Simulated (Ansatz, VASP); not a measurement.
# Cross-check of PbF2 (Fluorocronite) between VASP and Ansatz, part 2 of 2

Aim: how closely do two programs agree when they are given the same cell, functional and k mesh?

VASP 6.6.1 and Ansatz 0.2.0.

So far. Step 4 (Comparison): The walks stopped with 0.01 GPa left in Ansatz and 0.02 GPa in VASP; each walk ends within a tolerance, so the volume difference is uncertain by about these residues over the bulk modulus, most in soft cells.

**5. VASP: zone-centre phonons, PBE with D3(BJ)**

Level of this step: PBE with D3(BJ); plane waves and PAW (Pb_d, F) (VASP).

Second derivatives magnify differences that forces hide, and they need a tight electronic threshold. The cell compared in this pair holds 52.82 Å³, against 52.06 Å³ for the pair before.

INCAR reads:

```
SYSTEM = PbF2
PREC = Accurate
ENCUT = 520
EDIFF = 1E-08
NELM = 100
ISMEAR = 0
SIGMA = 0.05
LREAL = .FALSE.
ALGO = Normal
GGA = PE
IVDW = 12
NBANDS = 20
LORBIT = 11
LWAVE = .FALSE.
LCHARG = .FALSE.
KPAR = 2
IBRION = 6
NFREE = 2
POTIM = 0.015
ISIF = 2
NSW = 1
```

POSCAR reads:

```
PbF2
1.0
    0.0000000000      2.9779238876      2.9779238876
    2.9779238876      0.0000000000      2.9779238876
    2.9779238876      2.9779238876      0.0000000000
Pb F
1 2
Direct
    0.0000000000      0.0000000000      0.0000000000
    0.2500000000      0.2500000000      0.2500000000
    0.7500000000      0.7500000000      0.7500000000
```

KPOINTS reads:

```
Automatic mesh
0
Gamma
7 7 7
0 0 0
```

Potentials, in the order of the species: Pb_d and F (PBE family, release 64).

Launch:

```
$ mpirun -np 2 vasp_std
```

Numbers of over 12 decimals in the logs are rounded to 6 here.

What it wrote:

```text
[... set-up lines as in an earlier step ...]
 entering main loop
       N       E                     dE             d eps       ncg     rms          rms(c)
DAV:   1     0.304098680024E+03    0.30410E+03   -0.14782E+04   800   0.161E+03
DAV:   2     0.120074100698E+02   -0.29209E+03   -0.27469E+03   856   0.436E+02
DAV:   3    -0.154764050358E+02   -0.27484E+02   -0.27090E+02   960   0.144E+02
DAV:   4    -0.162815858307E+02   -0.80518E+00   -0.80413E+00   920   0.254E+01
[...]
DAV:  14    -0.143444873722E+02   -0.59101E-07   -0.72130E-07   876   0.626E-03    0.440E-04
DAV:  15    -0.143444873891E+02   -0.16904E-07   -0.19511E-08   812   0.112E-03    0.335E-04
DAV:  16    -0.143444873841E+02    0.49740E-08   -0.72699E-09   640   0.111E-03
   1 F= -.14798455E+02 E0= -.14798455E+02  d E =-.896227E-17
[...]
2 F= -.14798294E+02 E0= -.14798294E+02  d E =-.910997E-17
[...]
3 F= -.14798294E+02 E0= -.14798294E+02  d E =-.910423E-17
[...]
4 F= -.14798171E+02 E0= -.14798171E+02  d E =-.105663E-16
[...]
5 F= -.14798171E+02 E0= -.14798171E+02  d E =-.105916E-16
 Finite differences progress:
  Degree of freedom:   2/  2
  Displacement:        2/  2
  Total:               4/  4
```

From OUTCAR (step 5):

```text
 Edisp (eV)   -0.45397

 Edisp (eV)   -0.45397

  Total       0.01264     0.01217     0.01217     0.00000     0.03986     0.00000
  in kB       0.38340     0.36928     0.36928     0.00000     1.20907     0.00000
  external pressure =        0.37 kB  Pullay stress =        0.00 kB

 POSITION                                       TOTAL-FORCE (eV/Angst)
 -----------------------------------------------------------------------------------
      0.00000      0.00000      0.00000        -0.010901      0.000000      0.000000
      1.47396      1.48896      1.48896         0.037648     -0.000000     -0.000000
      4.46689      4.46689      4.46689        -0.026746     -0.000000     -0.000000
 -----------------------------------------------------------------------------------
    total drift:                                0.000618     -0.000001     -0.000001

  FREE ENERGIE OF THE ION-ELECTRON SYSTEM (eV)
  ---------------------------------------------------
  free  energy   TOTEN  =       -14.7981714628 eV

  energy  without entropy=      -14.7981714628  energy(sigma->0) =      -14.79817146

[... 1 part as in an earlier step ...]

[... 2 further parts left out ...]
[key lines of the parts left out:]
E-fermi :   1.9909
```

**6. Ansatz: zone-centre phonons, PBE with D3(BJ)**

The same cell, functional, mesh and smearing now go to Ansatz, which takes its cutoff from its data sets.

The cell is taken from a series of VASP runs on this material, whose earlier steps may have relaxed, scaled or displaced it; both programs get it as it stands.

input.yaml reads:

```yaml
crystal:
  lattice:
    - [0.0, 2.9779238876, 2.9779238876]
    - [2.9779238876, 0.0, 2.9779238876]
    - [2.9779238876, 2.9779238876, 0.0]
  atoms:
    - { symbol: Pb, position: [0.0, 0.0, 0.0] }
    - { symbol: F, position: [0.25, 0.25, 0.25] }
    - { symbol: F, position: [0.75, 0.75, 0.75] }
hamiltonian:
  xc: pbe
  pseudopotentials: { kind: paw }
  dispersion: d3bj
kpoints:
  mp_grid: { grid: [7, 7, 7] }
scf:
  occupations: { method: gaussian, width: 0.05 }
phonons:
  method: dfpt
  qpoints: [[0, 0, 0]]
```

Launch:

```
$ ansatz run input.yaml --threads 4 --pin off --max-ram 9216MiB --backend cpu --events-out ev --progress --plain --runs-dir out
```

What it wrote:

```text
zone centre: on kpoints.mp_grid the ground state, and the responses unless they are solved on pairs of k-points, stand on 40 of the mesh's 343 k-points, reduced under 8 symmetry operations, with k and −k counted as one. Each operation leaves every solved displacement unchanged or reverses it
[...]
Crystal: 3 atoms, lattice volume = 52.817 Å³
[...]
Γ frequencies (cm⁻¹): 0.00 0.00 0.00 107.87 107.87 107.87 245.84 245.84 245.84
  non-analytic LO–TO correction: not included (Born effective charges unavailable; polar crystals: no LO–TO splitting at Γ)
--- Phonons (arbitrary-q DFPT): 1 explicit q-point ---
  q = [0, 0, 0] (of the zone-centre solve; hermiticity 2.35e-6, symmetrization 2.15e-13): -0.00 -0.00 -0.00 107.87 107.87 107.87 245.84 245.84 245.84
  sum rule: each row above includes the acoustic sum rule's correction from the zone centre's row sums; it moved no ω² by more than (0.74 cm⁻¹)²
[key lines of the parts left out:]
SCF converged after 9 iterations
Free energy (F): -13525.160051 eV
Fermi energy:    7.032478 eV
```

The job ended after 2.2 s (4 threads of Intel Xeon 6975P-C (Granite Rapids), shared host; peak memory 0.48 GiB; 6.9 s of CPU time).

**7. Side by side**

What differs besides the data sets and the points named for the pairs above, as far as they apply: Ansatz takes the dispersion share of the force constants at frozen C6 weights, VASP differentiates the full forces; VASP uses finite displacements, Ansatz perturbation theory. Total energies have different zeros and are not compared.

Compared:

| quantity | Ansatz | VASP | difference |
| --- | --- | --- | --- |
| optical mode 1 to 3 (cm⁻¹) | 107.9 | 110.7 | -2.53 % |
| optical mode 4 to 6 (cm⁻¹) | 245.8 | 248.0 | -0.86 % |

Modes are paired by rising frequency and degeneracy, not by their patterns, so a pair may still set unlike modes beside each other.

**8. What came out**

- difference in volume (relaxation of cell and atoms, PBE with D3(BJ)): 0.33 %
- r.m.s. difference of the optical zone-centre modes, each program's sorted by frequency (zone-centre phonons, PBE with D3(BJ)): 2.5 cm⁻¹
- difference in optical mode 1 to 3 (zone-centre phonons, PBE with D3(BJ)): -2.5 %

The difference in volume is 0.33 % (relaxation of cell and atoms, PBE with D3(BJ)), within the 1.2 % picked in this series as the mark of a large difference, as far as the stopping tolerances let one tell. Among the rows given in per cent, the largest difference of the zone-centre phonons, PBE with D3(BJ) pair is in optical mode 1 to 3, -2.5 %. How closely two codes agree says nothing of how well the functional describes the real material.

[Lines on the potential files, build, host, timing and source positions are cut from VASP's logs without a mark.]

[Logs are printed without paths, hosts, clocks, repeated set-up lines and the standing remarks that a program may print on its own settings, such as how far it seeks lower states.]

[Hosts, paths, dates, database ids (printed as entryN), source tags and the programs' standing remarks are cut or masked in the printed files.]
